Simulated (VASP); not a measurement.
# How SCF solver and PAW data sets change a VASP run on W (Tungsten), part 2 of 2

How sensitive are energy and pressure of W (Tungsten) to the SCF solver and PAW data sets? The series runs use PBEsol. The start is a cell from a database of measured crystal structures.

VASP 6.6.1, plane waves and PAW; the level of theory is named at each step.

So far. Step 5 (SCF solver: ALGO = All): Against the first of the series the energy stays within 0.01 meV an atom and the pressure within 0.01 GPa, after 12 cycles in 2.8 s. Step 6 (SCF solver: ALGO = Damped): Against the first of the series the energy stays within 0.01 meV an atom; the pressure moves by +0.01 GPa, after 20 cycles in 3.8 s.

## (7) SCF solver: AMIX = 0.1, BMIX = 0.01

Level of this step: PBEsol; plane waves and PAW (W) (VASP).

The input, INCAR:

```
SYSTEM = W
PREC = Accurate
ENCUT = 400
EDIFF = 1E-06
NELM = 100
ISMEAR = -1
SIGMA = 0.05
LREAL = .FALSE.
ALGO = Normal
GGA = PS
NBANDS = 9
LORBIT = 11
LWAVE = .FALSE.
LCHARG = .FALSE.
KPAR = 2
ISIF = 2
AMIX = 0.1
BMIX = 0.01
```

The input, POSCAR:

```
W
1.0
   -1.5823450000      1.5823450000      1.5823450000
    1.5823450000     -1.5823450000      1.5823450000
    1.5823450000      1.5823450000     -1.5823450000
W
1
Direct
    0.0000000000      0.0000000000      0.0000000000
```

The input, KPOINTS:

```
Automatic mesh
0
Gamma
12 12 12
0 0 0
```

PAW data sets: W (PBE family, release 64).

Run with:

```console
$ mpirun -np 2 vasp_std
```

Log:

```text
[... set-up lines as in an earlier step ...]
 entering main loop
       N       E                     dE             d eps       ncg     rms          rms(c)
[... 5 cycles as in an earlier step ...]
DAV:   6    -0.144251811166E+02    0.19182E+00   -0.33764E-02  1425   0.117E+00    0.184E+01
DAV:   7    -0.138865599615E+02    0.53862E+00   -0.14734E+00  1419   0.770E+00    0.618E-01
DAV:   8    -0.138889577955E+02   -0.23978E-02   -0.11892E-02  1394   0.856E-01    0.709E-01
DAV:   9    -0.138831681283E+02    0.57897E-02   -0.41285E-03  1455   0.458E-01    0.105E+00
DAV:  10    -0.138787320617E+02    0.44361E-02   -0.20198E-03  1457   0.381E-01    0.551E-01
DAV:  11    -0.138786643267E+02    0.67735E-04   -0.13839E-04  1650   0.833E-02    0.592E-01
DAV:  12    -0.138786664327E+02   -0.21060E-05   -0.37569E-06  1335   0.109E-02    0.261E-01
DAV:  13    -0.138786632220E+02    0.32107E-05   -0.72578E-06  1499   0.208E-02    0.135E-01
DAV:  14    -0.138786633691E+02   -0.14710E-06   -0.84007E-08   662   0.237E-03
   1 F= -.13878663E+02 E0= -.13876234E+02  d E =-.485815E-02
```

Run time: 3.2 s. Hardware: 2 MPI ranks of Intel Xeon Platinum 8375C at 2.90GHz (Ice Lake), shared host; peak memory 0.22 GiB; 4.9 s of CPU time.

Parts of OUTCAR (step 7):

```text
  Total       -0.6137192     -0.6137192     -0.6137192     -0.0000000      0.0000000      0.0000000
  in kB      -62.0464294    -62.0464294    -62.0464294     -0.0000000      0.0000000      0.0000000
  external PRESSURE =     -62.0464294 kB  Pullay stress =       0.0000000 kB

 POSITION                                       TOTAL-FORCE (eV/Angst)
 -----------------------------------------------------------------------------------
      0.00000      0.00000      0.00000        -0.000000      0.000000     -0.000000
 -----------------------------------------------------------------------------------
    total drift:                                0.000000      0.000000      0.000000

  FREE ENERGIE OF THE ION-ELECTRON SYSTEM (eV)
  ---------------------------------------------------
  free  energy   TOTEN  =       -13.8786633691 eV

  energy  without entropy=      -13.8738052178  energy(sigma->0) =      -13.87623429

[... 2 parts as in an earlier step ...]

[... 1 further part left out ...]
[key lines of the parts left out:]
E-fermi :   7.5680
```

Against the first of the series the energy stays within 0.01 meV an atom; the pressure moves by +0.03 GPa, after 14 cycles in 3.2 s.

## (8) SCF solver: AMIX = 0.8

INCAR: that of step 7 with these lines changed.

```diff
@@ -16,3 +16,2 @@
 ISIF = 2
-AMIX = 0.1
-BMIX = 0.01
+AMIX = 0.8
```

POSCAR is that of step 7.

KPOINTS is that of step 7.

Run with:

```console
$ mpirun -np 2 vasp_std
```

Log:

```text
[... set-up lines as in an earlier step ...]
 entering main loop
       N       E                     dE             d eps       ncg     rms          rms(c)
[... 5 cycles as in an earlier step ...]
DAV:   6    -0.138746464490E+02    0.74235E+00   -0.21665E+00  1441   0.961E+00    0.458E+00
DAV:   7    -0.138763036096E+02   -0.16572E-02   -0.52391E-02  1414   0.200E+00    0.327E+00
DAV:   8    -0.138787465992E+02   -0.24430E-02   -0.13780E-03  1351   0.453E-01    0.153E-01
DAV:   9    -0.138786876798E+02    0.58919E-04   -0.48509E-05  1719   0.451E-02    0.216E-02
DAV:  10    -0.138786682825E+02    0.19397E-04   -0.79714E-06  1551   0.270E-02    0.122E-02
DAV:  11    -0.138786646342E+02    0.36483E-05   -0.27488E-07   696   0.549E-03    0.917E-04
DAV:  12    -0.138786647492E+02   -0.11493E-06   -0.10799E-08   672   0.731E-04
   1 F= -.13878665E+02 E0= -.13876237E+02  d E =-.485601E-02
```

The job ended after 2.8 s (2 MPI ranks; peak memory 0.22 GiB; 4.1 s of CPU time).

Parts of OUTCAR (step 8):

```text
  Total       -0.6163509     -0.6163509     -0.6163509     -0.0000000     -0.0000000      0.0000000
  in kB      -62.3124873    -62.3124873    -62.3124873     -0.0000000     -0.0000000      0.0000000
  external PRESSURE =     -62.3124873 kB  Pullay stress =       0.0000000 kB

 POSITION                                       TOTAL-FORCE (eV/Angst)
 -----------------------------------------------------------------------------------
      0.00000      0.00000      0.00000         0.000000     -0.000000     -0.000000
 -----------------------------------------------------------------------------------
    total drift:                               -0.000000      0.000000      0.000000

  FREE ENERGIE OF THE ION-ELECTRON SYSTEM (eV)
  ---------------------------------------------------
  free  energy   TOTEN  =       -13.8786647492 eV

  energy  without entropy=      -13.8738087382  energy(sigma->0) =      -13.87623674

[... 2 parts as in an earlier step ...]

[... 1 further part left out ...]
[key lines of the parts left out:]
E-fermi :   7.5686
```

Against the first of the series the energy stays within 0.01 meV an atom and the pressure within 0.01 GPa, after 12 cycles in 2.8 s.

## (9) SCF solver: IMIX = 1, AMIX = 0.2

INCAR: that of step 8 with these lines changed.

```diff
@@ -16,2 +16,3 @@
 ISIF = 2
-AMIX = 0.8
+IMIX = 1
+AMIX = 0.2
```

POSCAR is that of step 8.

KPOINTS is that of step 8.

Run with:

```console
$ mpirun -np 2 vasp_std
```

Log:

```text
[... set-up lines as in an earlier step ...]
 entering main loop
       N       E                     dE             d eps       ncg     rms          rms(c)
[... 5 cycles as in an earlier step ...]
DAV:   6    -0.143101033485E+02    0.30690E+00   -0.98509E-02  1405   0.199E+00    0.158E+01
DAV:   7    -0.141321487411E+02    0.17795E+00   -0.61198E-02  1475   0.155E+00    0.119E+01
DAV:   8    -0.140271051754E+02    0.10504E+00   -0.34721E-02  1416   0.116E+00    0.885E+00
DAV:   9    -0.139653128925E+02    0.61792E-01   -0.20437E-02  1476   0.880E-01    0.661E+00
[...]
DAV:  28    -0.138786664851E+02    0.19928E-05   -0.34909E-07   661   0.299E-03    0.348E-02
DAV:  29    -0.138786653980E+02    0.10872E-05   -0.19584E-07   662   0.219E-03    0.272E-02
DAV:  30    -0.138786648286E+02    0.56939E-06   -0.11733E-07   657   0.170E-03
   1 F= -.13878665E+02 E0= -.13876240E+02  d E =-.484996E-02
```

The job ended after 5.4 s (2 MPI ranks; peak memory 0.22 GiB; 9.3 s of CPU time).

Parts of OUTCAR (step 9):

```text
  Total       -0.6175468     -0.6175468     -0.6175468     -0.0000000      0.0000000      0.0000000
  in kB      -62.4333935    -62.4333935    -62.4333935     -0.0000000      0.0000000      0.0000000
  external PRESSURE =     -62.4333935 kB  Pullay stress =       0.0000000 kB

 POSITION                                       TOTAL-FORCE (eV/Angst)
 -----------------------------------------------------------------------------------
      0.00000      0.00000      0.00000         0.000000     -0.000000      0.000000
 -----------------------------------------------------------------------------------
    total drift:                                0.000000      0.000000      0.000000

  FREE ENERGIE OF THE ION-ELECTRON SYSTEM (eV)
  ---------------------------------------------------
  free  energy   TOTEN  =       -13.8786648286 eV

  energy  without entropy=      -13.8738148651  energy(sigma->0) =      -13.87623985

[... 2 parts as in an earlier step ...]

[... 1 further part left out ...]
[key lines of the parts left out:]
E-fermi :   7.5684
```

Against the first of the series the energy stays within 0.01 meV an atom; the pressure moves by -0.01 GPa, after 30 cycles in 5.4 s.

## (10) The SCF solver series as a table

This step: convergence of PBEsol results with the solver; plane waves and PAW (VASP 6.6.1).

Derived from the runs above.

Differences are taken from the run with ALGO = Normal. Results of the series, by row:

| setting | status | energy less the reference (meV/atom) | pressure (GPa) | SCF cycles | wall time (s) |
| --- | --- | --- | --- | --- | --- |
| ALGO = Normal | converged | 0 | -6.234 | 12 | 2.8 |
| ALGO = Fast | converged | -2.60e-4 | -6.235 | 14 | 3.2 |
| ALGO = VeryFast | converged | 0.00105 | -6.21 | 18 | 3.6 |
| ALGO = All | converged | -1.20e-4 | -6.233 | 12 | 2.8 |
| ALGO = Damped | converged | -1.30e-4 | -6.225 | 20 | 3.8 |
| AMIX = 0.1, BMIX = 0.01 | converged | 0.00261 | -6.205 | 14 | 3.2 |
| AMIX = 0.8 | converged | 1.60e-4 | -6.231 | 12 | 2.8 |
| IMIX = 1, AMIX = 0.2 | converged | -0.00295 | -6.243 | 30 | 5.4 |

## (11) PAW data sets: minimal 64: W

This step: PBEsol; plane waves and PAW (W) (VASP 6.6.1).

Data sets differ in which electrons are valence and how hard the partial waves are.

INCAR: that of step 9 with these lines changed.

```diff
@@ -16,3 +16 @@
 ISIF = 2
-IMIX = 1
-AMIX = 0.2
```

POSCAR is that of step 9.

KPOINTS is that of step 9.

Run with:

```console
$ mpirun -np 2 vasp_std
```

Log:

```text
[... set-up lines as in an earlier step ...]
 entering main loop
       N       E                     dE             d eps       ncg     rms          rms(c)
[... 12 cycles as in an earlier step ...]
   1 F= -.13878665E+02 E0= -.13876237E+02  d E =-.485576E-02
```

Wall time 2.8 s (2 MPI ranks); peak memory 0.22 GiB.

From OUTCAR (step 11):

```text
   NELECT =       6.0000    total number of electrons

 E-fermi :   7.5687

[... 20 parts as in an earlier step ...]

[... 2 further parts left out ...]
```

This step gave:

| Property | Result |
| --- | --- |
| SCF cycles | 12 |
| Fermi energy | 7.569 eV |
| pressure | -6.234 GPa |

The series starts at -13.8762 eV an atom and -6.23 GPa, after 12 cycles in 2.8 s.

## (12) PAW data sets: recommended 54: W

INCAR is that of step 11.

POSCAR is that of step 11.

KPOINTS is that of step 11.

The projector-augmented-wave data sets are W (PBE family, release 54).

Run with:

```console
$ mpirun -np 2 vasp_std
```

Log:

```text
[... set-up lines as in an earlier step ...]
 entering main loop
       N       E                     dE             d eps       ncg     rms          rms(c)
[... 12 cycles as in an earlier step ...]
   1 F= -.13878665E+02 E0= -.13876237E+02  d E =-.485576E-02
```

The job ended after 2.8 s (2 MPI ranks; peak memory 0.22 GiB).

OUTCAR, selected parts (step 12):

```text
[... 6 parts as in an earlier step ...]

[... 1 further part left out ...]
[key lines of the parts left out:]
E-fermi :   7.5687
```

With 6 valence electrons the pressure is -6.23 GPa, +0.00 GPa from the first of the series, after 12 cycles in 2.8 s.

## (13) PAW data sets: materialsproject 64: W sv

This step: PBEsol; plane waves and PAW (W_sv) (VASP 6.6.1).

INCAR: that of step 12 with these lines changed.

```diff
@@ -10,3 +10,3 @@
 GGA = PS
-NBANDS = 9
+NBANDS = 13
 LORBIT = 11
```

POSCAR is that of step 12.

KPOINTS is that of step 12.

PAW data sets: W_sv (PBE family, release 64).

Run with:

```console
$ mpirun -np 2 vasp_std
```

Log:

```text
[... set-up lines as in an earlier step ...]
 entering main loop
       N       E                     dE             d eps       ncg     rms          rms(c)
DAV:   1     0.739434426993E+02    0.73943E+02   -0.63783E+03  1872   0.104E+03
DAV:   2    -0.130255373780E+02   -0.86969E+02   -0.83542E+02  2092   0.282E+02
DAV:   3    -0.144989517794E+02   -0.14734E+01   -0.14686E+01  2042   0.365E+01
DAV:   4    -0.145045520335E+02   -0.56003E-02   -0.56002E-02  2067   0.246E+00
[...]
DAV:   9    -0.138046537871E+02    0.10212E-03   -0.10824E-04  2122   0.119E-01    0.374E-02
DAV:  10    -0.138046525552E+02    0.12319E-05   -0.82548E-06  1957   0.386E-02    0.616E-03
DAV:  11    -0.138046528384E+02   -0.28323E-06   -0.16624E-07  1176   0.460E-03
   1 F= -.13804653E+02 E0= -.13802196E+02  d E =-.491287E-02
```

It took 3.4 s on 2 MPI ranks; peak memory 0.23 GiB; 5.5 s of CPU time.

From OUTCAR (step 13):

```text
  Total       -0.2382356     -0.2382356     -0.2382356      0.0000000      0.0000000     -0.0000000
  in kB      -24.0853951    -24.0853951    -24.0853951      0.0000000      0.0000000     -0.0000000
  external PRESSURE =     -24.0853951 kB  Pullay stress =       0.0000000 kB

 POSITION                                       TOTAL-FORCE (eV/Angst)
 -----------------------------------------------------------------------------------
      0.00000      0.00000      0.00000        -0.000000      0.000000     -0.000000
 -----------------------------------------------------------------------------------
    total drift:                                0.000000      0.000000     -0.000000

  FREE ENERGIE OF THE ION-ELECTRON SYSTEM (eV)
  ---------------------------------------------------
  free  energy   TOTEN  =       -13.8046528384 eV

  energy  without entropy=      -13.7997399675  energy(sigma->0) =      -13.80219640

[... 1 part as in an earlier step ...]

[... 2 further parts left out ...]
[key lines of the parts left out:]
E-fermi :  11.1926
```

With 14 valence electrons the pressure is -2.41 GPa, +3.83 GPa from the first of the series, after 11 cycles in 3.4 s.

## (14) PAW data sets: GW 64: W sv GW

This step: PBEsol; plane waves and PAW (W_sv_GW) (VASP 6.6.1).

INCAR: that of step 13 with these lines changed.

```diff
@@ -2,3 +2,3 @@
 PREC = Accurate
-ENCUT = 400
+ENCUT = 420
 EDIFF = 1E-06
```

POSCAR is that of step 13.

KPOINTS is that of step 13.

PAW data sets: W_sv_GW (PBE family, release 64).

Run with:

```console
$ mpirun -np 2 vasp_std
```

Log:

```text
[... set-up lines as in an earlier step ...]
 entering main loop
       N       E                     dE             d eps       ncg     rms          rms(c)
DAV:   1     0.521534493067E+02    0.52153E+02   -0.80096E+03  1984   0.943E+02
DAV:   2    -0.156118207980E+02   -0.67765E+02   -0.64261E+02  2412   0.245E+02
DAV:   3    -0.169654543401E+02   -0.13536E+01   -0.13509E+01  2097   0.314E+01
DAV:   4    -0.169691488672E+02   -0.36945E-02   -0.36944E-02  2172   0.206E+00
[...]
DAV:  10    -0.158850654459E+02    0.19348E-03   -0.62985E-04  1997   0.236E-01    0.382E-01
DAV:  11    -0.158850475548E+02    0.17891E-04   -0.58350E-05  1962   0.771E-02    0.171E-02
DAV:  12    -0.158850472258E+02    0.32905E-06   -0.66068E-07  1444   0.817E-03
   1 F= -.15885047E+02 E0= -.15882545E+02  d E =-.500434E-02
```

Run time: 3.8 s. Hardware: 2 MPI ranks; peak memory 0.23 GiB; 6.2 s of CPU time.

From OUTCAR (step 14):

```text
  Total       -0.4238083     -0.4238083     -0.4238083     -0.0000000      0.0000000     -0.0000000
  in kB      -42.8466140    -42.8466140    -42.8466140     -0.0000000      0.0000000     -0.0000000
  external PRESSURE =     -42.8466140 kB  Pullay stress =       0.0000000 kB

 POSITION                                       TOTAL-FORCE (eV/Angst)
 -----------------------------------------------------------------------------------
      0.00000      0.00000      0.00000         0.000000     -0.000000      0.000000
 -----------------------------------------------------------------------------------
    total drift:                                0.000000     -0.000000     -0.000000

  FREE ENERGIE OF THE ION-ELECTRON SYSTEM (eV)
  ---------------------------------------------------
  free  energy   TOTEN  =       -15.8850472258 eV

  energy  without entropy=      -15.8800428894  energy(sigma->0) =      -15.88254506

[... 1 part as in an earlier step ...]

[... 2 further parts left out ...]
[key lines of the parts left out:]
E-fermi :  12.3790
```

With 14 valence electrons the pressure is -4.28 GPa, +1.95 GPa from the first of the series, after 12 cycles in 3.8 s.

## (15) The PAW data sets series as a table

This step: convergence of PBEsol results with the datasets; plane waves and PAW (VASP 6.6.1).

Derived from the runs above.

Results of the series, by row:

| setting | status | pressure (GPa) | SCF cycles | wall time (s) |
| --- | --- | --- | --- | --- |
| minimal 64: W, 400 eV | converged | -6.234 | 12 | 2.8 |
| recommended 54: W, 400 eV | converged | -6.234 | 12 | 2.8 |
| materialsproject 64: W_sv, 400 eV | converged | -2.409 | 11 | 3.4 |
| gw 64: W_sv_GW, 420 eV | converged | -4.285 | 12 | 3.8 |

## (16) Summary of results

```json
{
  "fewest SCF cycles": "ALGO = Normal; ALGO = All; AMIX = 0.8 (12)",
  "most SCF cycles among converged runs": "IMIX = 1, AMIX = 0.2 (30)",
  "spread of the pressure over the SCF solver": "0.0387 GPa",
  "spread of the energy over the SCF solver": "0.00556 meV/atom",
  "spread of the pressure over the PAW data sets": "3.83 GPa"
}
```

What this shows: All SCF solvers that converged agree within 0.05 meV an atom. No setting beats the 2.8 s of ALGO = Normal by a fifth or more; the slowest converged run is IMIX = 1, AMIX = 0.2, at 5.4 s. On a shared host such times are rough. The choice of data set moves the pressure between -6.23 GPa (minimal 64: W) and -2.41 GPa (materialsproject 64: W_sv); the cutoffs differ too (400 and 420 eV). Data sets differ in their zero of energy, so energies are not compared. Forces vanish by symmetry in this cell, so the series can't test them.

[Lines on the potential files, build, host, timing and source positions are cut from VASP's logs without a mark.]

[Logs are printed without paths, hosts, clocks, repeated set-up lines and the standing remarks that a program may print on its own settings, such as how far it seeks lower states.]

[Hosts, paths, dates, database ids (printed as entryN), source tags and the programs' standing remarks are cut or masked in the printed files.]

[A measured line is paired with the nearest computed mode of its activity, which favours agreement.]
